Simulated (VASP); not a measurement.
Data:

```
HfSb
1.0
    0.00000     3.20205     3.20205
    3.20205     0.00000     3.20205
    3.20205     3.20205     0.00000
Hf Sb
1 1
Cartesian
  0.00000   0.00000   0.00000
  1.60103   1.60103   1.60103
```

Calculation: PBEsol GGA, VASP's PBE PAW potentials (set 64) (plane waves; VASP 6.6.1). Settings: 400 eV cut-off, 11×11×11 Γ-centred mesh, tetrahedra with Blöchl corrections, potentials Hf_pv Sb.

Unless said otherwise, spin-orbit coupling is left out, though it shifts the bands of the heavy elements here.

Problem. What does the run give for the energy per atom (σ→0), band gap (on the k-mesh) with the smallest direct gap where there is one?

Solution. 
```json
{
  "band gap (on the k-mesh)": "none (metal, semimetal or under 0.01 eV)",
  "energy per atom (σ→0)": "-7.165 eV/atom"
}
```

The absolute energy has meaning only against runs of the same code, potentials and settings.

The structure was generated: HfSb was put into the zinc blende type (F-43m), which need not be its known phase. It was relaxed first, which changed the volume by -31 %. The electron count is odd and the run is not spin-polarised, which forces a metal.
